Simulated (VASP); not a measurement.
Output of a VASP run:

### OSZICAR
```
       N       E                     dE             d eps       ncg     rms          rms(c)
DAV:   1     0.996748878894E+03    0.99675E+03   -0.62054E+04  4272   0.101E+03
DAV:   2     0.256313697463E+02   -0.97112E+03   -0.94565E+03  3494   0.348E+02
DAV:   3    -0.860647962491E+02   -0.11170E+03   -0.10881E+03  4960   0.708E+01
DAV:   4    -0.104414801320E+03   -0.18350E+02   -0.18124E+02  5248   0.295E+01
DAV:   5    -0.106794304107E+03   -0.23795E+01   -0.23714E+01  4760   0.842E+00    0.340E+01
DAV:   6    -0.111523677701E+03   -0.47294E+01   -0.16610E+02  4288   0.289E+01    0.207E+01
DAV:   7    -0.107622549631E+03    0.39011E+01   -0.25977E+02  4150   0.275E+01    0.162E+01
DAV:   8    -0.132439275801E+03   -0.24817E+02   -0.20276E+02  4400   0.289E+01    0.221E+01
DAV:   9    -0.960272001692E+02    0.36412E+02   -0.63052E+01  4408   0.146E+01    0.822E+00
DAV:  10    -0.952204861280E+02    0.80671E+00   -0.15929E+01  4496   0.636E+00    0.573E+00
DAV:  11    -0.951954698054E+02    0.25016E-01   -0.16407E+00  4376   0.235E+00    0.525E+00
DAV:  12    -0.952024048963E+02   -0.69351E-02   -0.13543E-01  4584   0.708E-01    0.512E+00
DAV:  13    -0.950939646948E+02    0.10844E+00   -0.17202E-01  4192   0.159E+00    0.404E+00
DAV:  14    -0.948172442004E+02    0.27672E+00   -0.91586E-01  4072   0.329E+00    0.253E+00
DAV:  15    -0.946800710345E+02    0.13717E+00   -0.69840E-01  4280   0.223E+00    0.211E+00
DAV:  16    -0.946715486833E+02    0.85224E-02   -0.73798E-02  4232   0.678E-01    0.162E+00
DAV:  17    -0.946702705929E+02    0.12781E-02   -0.22349E-02  4344   0.450E-01    0.130E+00
DAV:  18    -0.946651828352E+02    0.50878E-02   -0.58975E-02  4352   0.638E-01    0.547E-01
DAV:  19    -0.946656955378E+02   -0.51270E-03   -0.21553E-02  4384   0.466E-01    0.245E-01
DAV:  20    -0.946661959508E+02   -0.50041E-03   -0.48396E-03  4560   0.201E-01    0.135E-01
DAV:  21    -0.946663622300E+02   -0.16628E-03   -0.17300E-03  4296   0.135E-01    0.107E-01
DAV:  22    -0.946663581170E+02    0.41130E-05   -0.10109E-03  4464   0.102E-01    0.435E-02
DAV:  23    -0.946663540721E+02    0.40449E-05   -0.74232E-04  4088   0.738E-02    0.685E-02
DAV:  24    -0.946663423810E+02    0.11691E-04   -0.17695E-04  3984   0.392E-02    0.310E-02
DAV:  25    -0.946663459089E+02   -0.35279E-05   -0.11651E-04  4144   0.278E-02    0.192E-02
DAV:  26    -0.946663703632E+02   -0.24454E-04   -0.10443E-04  4024   0.233E-02    0.978E-03
DAV:  27    -0.946664138591E+02   -0.43496E-04   -0.21558E-05  3168   0.120E-02    0.876E-03
DAV:  28    -0.946664963033E+02   -0.82444E-04   -0.86351E-06  2856   0.796E-03    0.456E-03
DAV:  29    -0.946665747031E+02   -0.78400E-04   -0.98197E-06  2928   0.590E-03    0.369E-03
DAV:  30    -0.946666192485E+02   -0.44545E-04   -0.26383E-06  2424   0.482E-03    0.269E-03
DAV:  31    -0.946666365614E+02   -0.17313E-04   -0.11162E-06  2272   0.261E-03    0.120E-03
DAV:  32    -0.946666436293E+02   -0.70679E-05   -0.64118E-07  2168   0.169E-03    0.770E-04
DAV:  33    -0.946666449078E+02   -0.12785E-05   -0.24884E-07  2016   0.949E-04    0.101E-03
DAV:  34    -0.946666457469E+02   -0.83915E-06   -0.20435E-07  1976   0.103E-03
   1 F= -.94666646E+02 E0= -.94327241E+02  d E =-.678810E+00
```

File OUTCAR:
```
------------------------ aborting loop because EDIFF is reached ----------------------------------------
  FORCE on cell =-STRESS in cart. coord.  units (eV):
  Direction    XX          YY          ZZ          XY          YZ          ZX
  --------------------------------------------------------------------------------------
  Total       -8.7209721     -5.0562624     -7.9178365      0.0000000      0.0000000      0.0000000
  in kB      -19.9437235    -11.5630113    -18.1070573      0.0000000      0.0000000      0.0000000
  external PRESSURE =     -16.5379307 kB  Pullay stress =       0.0000000 kB
  volume of cell :      700.60
      direct lattice vectors                 reciprocal lattice vectors
     3.187228000  0.000000000  0.000000000     0.313752264  0.000000000  0.000000000
     0.000000000 10.254928000  0.000000000     0.000000000  0.097514093  0.000000000
     0.000000000  0.000000000 21.435000000     0.000000000  0.000000000  0.046652671
 POSITION                                       TOTAL-FORCE (eV/Angst)
 -----------------------------------------------------------------------------------
      2.37566      0.00000      8.85881         0.000000     -0.146954     -0.145728
      2.37566      5.12746      8.85881         0.000000      0.146954     -0.145728
      2.37566      2.56373      7.00001         0.000000     -0.000000      1.079597
      0.78205      7.69120      7.92941         0.000000     -0.000000      0.222489
      0.78205      0.00000     11.64690         0.000000      0.106291      0.414856
      0.78205      5.12746     11.64690         0.000000     -0.106291      0.414856
      0.78205      2.56373      9.78810         0.000000     -0.000000     -0.792257
      2.37566      7.69120     10.71750         0.000000     -0.000000     -0.332491
      2.37566      0.00000     14.43499         0.000000     -0.063605     -0.686272
      2.37566      5.12746     14.43499         0.000000      0.063605     -0.686272
      2.37566      2.56373     12.57619         0.000000     -0.000000      0.488056
      0.78205      7.69120     13.50559         0.000000     -0.000000      0.168894
 -----------------------------------------------------------------------------------
    total drift:                               -0.000117      0.000000      0.000419
  FREE ENERGIE OF THE ION-ELECTRON SYSTEM (eV)
  ---------------------------------------------------
  free  energy   TOTEN  =       -94.6666457469 eV

  energy  without entropy=      -93.9878357306  energy(sigma->0) =      -94.32724074
```
(Selected blocks of OUTCAR.)

File POSCAR:
```
Zr
1
    3.1872280000     0.0000000000     0.0000000000
    0.0000000000    10.2549280000     0.0000000000
    0.0000000000     0.0000000000    21.4350000000
Zr
12
Direct
  0.7453700000   0.0000000000   0.4132870000
  0.7453700000   0.5000000000   0.4132870000
  0.7453700000   0.2500000000   0.3265690000
  0.2453700000   0.7500000000   0.3699280000
  0.2453700000   0.0000000000   0.5433590000
  0.2453700000   0.5000000000   0.5433590000
  0.2453700000   0.2500000000   0.4566410000
  0.7453700000   0.7500000000   0.5000000000
  0.7453700000   0.0000000000   0.6734310000
  0.7453700000   0.5000000000   0.6734310000
  0.7453700000   0.2500000000   0.5867130000
  0.2453700000   0.7500000000   0.6300720000
```

Write an INCAR and KPOINTS that could have produced this output.

One answer among several that fit: the input of the run itself, PBE GGA, plane waves, VASP's PBE PAW potentials (set 64).

**INCAR**
```
# general
SYSTEM =Zr
PREC   =Accurate
ENCUT  =300   # plane-wave cut-off (eV)
LREAL  =.FALSE.   # projection in real space or not
LASPH  =.TRUE.   # aspherical one-centre terms

# electronic loop
EDIFF  =1E-6
NELM   =100
ALGO   =Normal   # blocked Davidson
LMAXMIX=4

# smearing
ISMEAR =-1
SIGMA  =0.1

# functional
GGA    =PE

# ions
ISIF   =2

# output
LWAVE  =.FALSE.
LCHARG =.FALSE.

# other
LDIPOL =.TRUE.
IDIPOL =3
DIPOL  =0.5 0.5 0.511
```

File KPOINTS:
```
kpoints
0
Gamma
10 4 1
0 0 0
```

POTCAR, in this order: Zr_sv (PBE.64 set). Program: vasp_std.

At this cut-off the stress carries a Pulay error, which pulls relaxed volumes low. The cell holds a wide vacuum, so values per volume refer to the whole cell.

The cell is a sheet with vacuum, built from a generated structure.
